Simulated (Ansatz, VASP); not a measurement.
# ZnS in two plane-wave programs

Wanted: the spread between two codes on one cell, functional and k mesh. The cell is taken from a series of runs on this material, whose earlier steps may have relaxed, scaled, displaced or heated it; both programs get it as it stands.

Main program and level: Ansatz 0.2.0; plane waves, with VASP 6.6.1 beside it; relaxation of cell and atoms at r2SCAN.

## Step 1: The structure

The structure is hexagonal, space group P6_3mc (No. 186). Conventional cell: a = 3.808 Å, b = 3.808 Å, c = 18.679 Å, α = 90.00°, β = 90.00°, γ = 120.00°. Nearest to Zn lie 4 S at 2.33 Å. Zn has 4 S at 2.33 to 2.34 Å nearest. Nearest to S lie 4 Zn at 2.33 Å. S has 4 Zn at 2.33 to 2.34 Å nearest. Farther neighbours and most contacts between anions are not listed.

## Step 2: VASP: relaxation of cell and atoms, r2SCAN

The relaxed volume is the usual yardstick between codes: in a stiff, nearly cubic crystal its relative difference is about their pressure difference at one cell divided by the bulk modulus.

Lines of VASP's logs that name or quote its potential files are left out, and so is its time.

File INCAR:

```
SYSTEM = ZnS
PREC = Accurate
ENCUT = 550
EDIFF = 1E-07
NELM = 120
ISMEAR = 0
SIGMA = 0.02
LREAL = .FALSE.
ALGO = Normal
METAGGA = R2SCAN
LASPH = .TRUE.
NBANDS = 66
LORBIT = 11
LWAVE = .FALSE.
LCHARG = .FALSE.
ISIF = 3
IBRION = 2
NSW = 80
EDIFFG = -0.005
GGA_COMPAT = .FALSE.
NELMIN = 4
EFERMI = MIDGAP
LMIXTAU = .TRUE.
KPAR = 2
```

File POSCAR:

```
ZnS
1.0
    3.8079620000      0.0000000000      0.0000000000
   -1.9039810000      3.2977920000      0.0000000000
    0.0000000000      0.0000000000     18.6787440000
Zn S
6 6
Direct
    0.3333333333      0.6666666667      0.8332648062
    0.6666666667      0.3333333333      0.3332648062
    0.6666666667      0.3333333333      0.6668637356
    0.3333333333      0.6666666667      0.1668637356
    0.0000000000      0.0000000000      0.4999412166
    0.0000000000      0.0000000000      0.9999412166
    0.3333333333      0.6666666667      0.9581155992
    0.6666666667      0.3333333333      0.4581155992
    0.6666666667      0.3333333333      0.7917082112
    0.3333333333      0.6666666667      0.2917082112
    0.0000000000      0.0000000000      0.6251073948
    0.0000000000      0.0000000000      0.1251074483
```

File KPOINTS:

```
Automatic mesh
0
Gamma
9 9 2
0 0 0
```

Potentials, in the order of the species: Zn and S (PBE family, release 64).

Launch:

```
$ mpirun -np 2 vasp_std
```

Numbers of over 12 decimals in the logs are rounded to 6 here.

The log of the run:

```text
[banner, memory and clock lines left out]
running    2 mpi-ranks, on    1 nodes
 distrk:  each k-point on    1 cores,    2 groups
 distr:  one band on    1 cores,    1 groups

 POSCAR found type information on POSCAR ZnS
 POSCAR found :  2 types and      12 ions
|                                                                             |
|               ----> ADVICE to this user running VASP <----                  |
|                                                                             |
|     You enforced a specific xc type in the INCAR file but a different       |
|     [... a line on the potential file left out ...]
|     I HOPE YOU KNOW WHAT YOU ARE DOING!                                     |
|                                                                             |

 LDA part: xc-table for (None), standard interpolation
 POSCAR, INCAR and KPOINTS ok, starting setup
 FFT: planning ... GRIDC
 FFT: planning ... GRID_SOFT
 FFT: planning ... GRID
 WAVECAR not read
 entering main loop
       N       E                     dE             d eps       ncg     rms          rms(c)
DAV:   1     0.924215434470E+03    0.92422E+03   -0.51733E+04  3168   0.211E+03
DAV:   2     0.330228598196E+02   -0.89119E+03   -0.85749E+03  3168   0.504E+02
DAV:   3    -0.121807453395E+03   -0.15483E+03   -0.15026E+03  3516   0.183E+02
DAV:   4    -0.131420119231E+03   -0.96127E+01   -0.95553E+01  3666   0.454E+01
DAV:   5    -0.131608658489E+03   -0.18854E+00   -0.18831E+00  3776   0.636E+00    0.179E+01
DAV:   6    -0.123870208585E+03    0.77384E+01   -0.84759E+00  4360   0.491E+01    0.154E+01
DAV:   7    -0.115695410154E+03    0.81748E+01   -0.49057E+00  3496   0.115E+01    0.503E+00
DAV:   8    -0.123173993234E+03   -0.74786E+01   -0.97577E-01  3302   0.574E+00    0.234E+00
DAV:   9    -0.112160177429E+03    0.11014E+02   -0.35676E+00  3662   0.101E+01    0.326E+00
DAV:  10    -0.120446419589E+03   -0.82862E+01   -0.27672E+00  3384   0.828E+00    0.818E-01
DAV:  11    -0.116356641522E+03    0.40898E+01   -0.49165E-01  3262   0.452E+00    0.681E-01
DAV:  12    -0.115740021412E+03    0.61662E+00   -0.36789E-02  3510   0.115E+00    0.654E-01
DAV:  13    -0.115823661782E+03   -0.83640E-01   -0.21992E-03  3510   0.326E-01    0.711E-01
DAV:  14    -0.115778213358E+03    0.45448E-01   -0.29710E-03  3808   0.506E-01    0.686E-01
[...]
DAV:  67    -0.113190685558E+03    0.24607E-06   -0.81009E-08  1732   0.209E-03    0.243E-03
DAV:  68    -0.113190686810E+03   -0.12512E-05   -0.10838E-07  2032   0.263E-03    0.172E-03
DAV:  69    -0.113190686912E+03   -0.10229E-06   -0.55121E-08  1668   0.213E-03    0.893E-04
DAV:  70    -0.113190686688E+03    0.22339E-06   -0.58207E-08  1614   0.130E-03    0.686E-04
DAV:  71    -0.113190687164E+03   -0.47513E-06   -0.70090E-08  2112   0.172E-03    0.604E-04
DAV:  72    -0.113190686940E+03    0.22386E-06   -0.14835E-08  1614   0.999E-04    0.398E-04
DAV:  73    -0.113190686644E+03    0.29558E-06   -0.10689E-08  1614   0.680E-04    0.357E-04
DAV:  74    -0.113190686565E+03    0.79634E-07   -0.45147E-09  1614   0.446E-04
   1 F= -.11319069E+03 E0= -.11319069E+03  d E =-.113191E+03
[...]
2 F= -.11319056E+03 E0= -.11319056E+03  d E =0.130013E-03
[...]
3 F= -.11319070E+03 E0= -.11319070E+03  d E =-.154344E-04
[...]
4 F= -.11319068E+03 E0= -.11319068E+03  d E =0.291258E-05
[...]
5 F= -.11319070E+03 E0= -.11319070E+03  d E =-.123897E-04
 trial-energy change:   -0.000012  1 .order   -0.000010   -0.000012   -0.000009
 step:   3.5092(harm=  3.5092)  dis= 0.00076  next Energy=  -113.190706 (dE=-0.220E-04)
 bond charge predicted
       N       E                     dE             d eps       ncg     rms          rms(c)
DAV:   1    -0.113190667383E+03    0.28589E-04   -0.15906E-02  3226   0.525E-01    0.347E-02
DAV:   2    -0.113190705035E+03   -0.37652E-04   -0.20793E-04  3812   0.775E-02    0.147E-02
DAV:   3    -0.113190708339E+03   -0.33048E-05   -0.19063E-05  3556   0.271E-02    0.992E-03
DAV:   4    -0.113190708822E+03   -0.48235E-06   -0.26538E-06  4066   0.299E-02    0.628E-03
DAV:   5    -0.113190708876E+03   -0.53944E-07   -0.16578E-06  3388   0.907E-03    0.261E-03
DAV:   6    -0.113190708313E+03    0.56279E-06   -0.10174E-06  3562   0.611E-03    0.237E-03
DAV:   7    -0.113190708220E+03    0.93416E-07   -0.30953E-07  2580   0.452E-03
   6 F= -.11319071E+03 E0= -.11319071E+03  d E =-.245676E-04
 curvature:  -1.79 expect dE=-0.114E-04 dE for cont linesearch -0.141E-05
 trial: gam= 0.00000 g(F)=  0.333E-05 g(S)=  0.307E-05 ort =-0.317E-05 (trialstep = 0.146E+01)
 search vector abs. value=  0.640E-05
 reached required accuracy - stopping structural energy minimisation
```

Parts of OUTCAR (step 2):

```text
ion  position               nearest neighbor table
   1  0.333  0.667  0.833-   9 2.33   9 2.33   9 2.33   7 2.33
   2  0.667  0.333  0.333-  10 2.33  10 2.33  10 2.33   8 2.33
   3  0.667  0.333  0.667-   9 2.33  11 2.33  11 2.33  11 2.33
   4  0.333  0.667  0.167-  10 2.33  12 2.33  12 2.33  12 2.33
   5  0.000  0.000  0.500-   8 2.33   8 2.33   8 2.33  11 2.34
   6  0.000  0.000  1.000-   7 2.33   7 2.33   7 2.33  12 2.34
   7  0.333  0.667  0.958-   1 2.33   6 2.33   6 2.33   6 2.33
   8  0.667  0.333  0.458-   2 2.33   5 2.33   5 2.33   5 2.33
   9  0.667  0.333  0.792-   1 2.33   1 2.33   1 2.33   3 2.33
  10  0.333  0.667  0.292-   2 2.33   2 2.33   2 2.33   4 2.33
  11  0.000  0.000  0.625-   3 2.33   3 2.33   3 2.33   5 2.34
  12  0.000  0.000  0.125-   4 2.33   4 2.33   4 2.33   6 2.34

  LATTYP: Found a hexagonal cell.
 ALAT       =     3.8079620000
 C/A-ratio  =     4.9051813017

 Subroutine GETGRP returns: Found 12 space group operations
 (whereof  6 operations were pure point group operations)

The static configuration has the point symmetry C_3v.
 The point group associated with its full space group is C_6v.

 Found     24 irreducible k-points:

   k-points           NKPTS =     24   k-points in BZ     NKDIM =     24   number of bands    NBANDS=     66

   dimension x,y,z NGX =    30 NGY =   30 NGZ =  144
   dimension x,y,z NGXF=    60 NGYF=   60 NGZF=  288

   ENCUT  =  550.0 eV  40.42 Ry    6.36 a.u.   7.28  7.28 35.72*2*pi/ulx,y,z

   NELECT =     108.0000    total number of electrons

 k-points in reciprocal lattice and weights: Automatic mesh
   0.00000000  0.00000000  0.00000000       0.006
   0.11111111 -0.00000000  0.00000000       0.037
   0.22222222 -0.00000000  0.00000000       0.037
   0.33333333 -0.00000000  0.00000000       0.037
   0.44444444 -0.00000000  0.00000000       0.037
   0.11111111  0.11111111  0.00000000       0.037
   0.22222222  0.11111111  0.00000000       0.074
   0.33333333  0.11111111  0.00000000       0.074
   0.44444444  0.11111111  0.00000000       0.037
[...]
0.33333333  0.22222222  0.50000000       0.074
   0.33333333  0.33333333  0.50000000       0.012

 average (electrostatic) potential at core
       1 -41.7324       2 -41.7325       3 -41.7203       4 -41.7203       5 -41.7310
       6 -41.7310       7 -91.5601       8 -91.5601       9 -91.5626      10 -91.5626
      11 -91.5450      12 -91.5450

 E-fermi :   3.2726

 k-point     1 :       0.0000    0.0000    0.0000
  band No.  band energies     occupation
    ...
     50       1.6593      2.00000
     51       1.6593      2.00000
     52       1.8796      2.00000
     53       1.9045      2.00000
     54       1.9045      2.00000
     55       4.6407      0.00000
     56       5.6420      0.00000
     57       5.6974      0.00000
     58       5.7711      0.00000
     59       5.8266      0.00000
    ...

 k-point     2 :       0.1111   -0.0000    0.0000
  band No.  band energies     occupation
    ...
     50       1.3224      2.00000
     51       1.5157      2.00000
     52       1.5250      2.00000
     53       1.7739      2.00000
     54       1.7991      2.00000
     55       5.2763      0.00000
     56       6.1479      0.00000
     57       6.2421      0.00000
     58       6.2904      0.00000
     59       6.3355      0.00000
    ...

 k-point     3 :       0.2222   -0.0000    0.0000
  band No.  band energies     occupation
    ...
     50       0.8723      2.00000
     51       1.1916      2.00000
     52       1.1978      2.00000
     53       1.4813      2.00000
     54       1.5254      2.00000
     55       5.9996      0.00000
     56       6.4168      0.00000
     57       6.7178      0.00000
     58       6.7555      0.00000
     59       6.8083      0.00000
    ...

  Total        0.0168965      0.0168965     -0.0138632      0.0000000      0.0000000      0.0000000
  in kB        0.1151921      0.1151921     -0.0945125      0.0000000      0.0000000      0.0000000
  external PRESSURE =       0.0452906 kB  Pullay stress =       0.0000000 kB

  energy-cutoff  :      550.00
  volume of cell :      235.01
      direct lattice vectors                 reciprocal lattice vectors
     3.810359625  0.000000000  0.000000000     0.262442420  0.151521194 -0.000000000
    -1.905179812  3.299868404 -0.000000000    -0.000000000  0.303042388  0.000000000
     0.000000000 -0.000000000 18.690553514    -0.000000000  0.000000000  0.053502963

 POSITION                                       TOTAL-FORCE (eV/Angst)
 -----------------------------------------------------------------------------------
     -0.00000      2.19991     15.57334         0.000000      0.000000      0.002794
      1.90518      1.09996      6.22806        -0.000000      0.000000      0.002794
      1.90518      1.09996     12.46232        -0.000000     -0.000000      0.002980
     -0.00000      2.19991      3.11704        -0.000000      0.000000      0.002980
      0.00000      0.00000      9.34509        -0.000000     -0.000000     -0.000036
      0.00000      0.00000     18.69037         0.000000      0.000000     -0.000036
     -0.00000      2.19991     17.90872        -0.000000     -0.000000     -0.001560
      1.90518      1.09996      8.56344         0.000000      0.000000     -0.001560
      1.90518      1.09996     14.79730         0.000000      0.000000     -0.003911
     -0.00000      2.19991      5.45202         0.000000      0.000000     -0.003911
      0.00000      0.00000     11.68442         0.000000      0.000000     -0.000267
      1.90518      3.29987      2.33914        -0.000000      0.000000     -0.000267
 -----------------------------------------------------------------------------------
    total drift:                               -0.000000     -0.000000     -0.085235

  FREE ENERGIE OF THE ION-ELECTRON SYSTEM (eV)
  ---------------------------------------------------
  free  energy   TOTEN  =      -113.1907082196 eV

  energy  without entropy=     -113.1907082196  energy(sigma->0) =     -113.19070822

 reached required accuracy - stopping structural energy minimisation

 total charge
# of ion       s       p       d       tot
------------------------------------------
    1        0.502   0.481   9.818  10.802
    2        0.502   0.481   9.818  10.802
    3        0.501   0.480   9.819  10.801
    4        0.501   0.480   9.819  10.801
    5        0.501   0.479   9.818  10.798
    6        0.501   0.479   9.818  10.798
    7        1.302   2.469   0.000   3.771
    8        1.302   2.469   0.000   3.771
    9        1.302   2.469   0.000   3.772
   10        1.302   2.469   0.000   3.772
   11        1.303   2.469   0.000   3.772
   12        1.303   2.469   0.000   3.772
--------------------------------------------------
tot         10.826  17.696  58.911  87.432

[... 3 further parts left out ...]
```

CONTCAR:

```
ZnS
   1.00000000000000
     3.8103596249432123    0.0000000000000000    0.0000000000000000
    -1.9051798124716062    3.2998684044332203   -0.0000000000000000
     0.0000000000000000   -0.0000000000000000   18.6905535143673447
  Zn              S
     6     6
Direct
     0.3333333332999970    0.6666666667000030    0.8332198103055172
     0.6666666667000030    0.3333333332999970    0.3332198103055171
     0.6666666667000030    0.3333333332999970    0.6667711319734192
     0.3333333332999970    0.6666666667000030    0.1667711319734192
     0.0000000000000000    0.0000000000000000    0.4999900633965244
     0.0000000000000000    0.0000000000000000    0.9999900633965243
     0.3333333332999970    0.6666666667000030    0.9581695935199825
     0.6666666667000030    0.3333333332999970    0.4581695935199825
     0.6666666667000030    0.3333333332999970    0.7916994805150361
     0.3333333332999970    0.6666666667000030    0.2916994805150361
     0.0000000000000000    0.0000000000000000    0.6251508838895223
     1.0000000000000000    1.0000000000000000    0.1251509373895249
```

The run keeps the 12 symmetry operations of its start, so it cannot find a distortion of lower symmetry.

(Continued in part 2 of 2.)

[Lines on the potential files, build, host, timing and source positions are cut from VASP's logs without a mark.]

[Logs are printed without paths, hosts, clocks, repeated set-up lines and the standing remarks that a program may print on its own settings, such as how far it seeks lower states.]

[Hosts, paths, dates, database ids (printed as entryN), source tags and the programs' standing remarks are cut or masked in the printed files.]
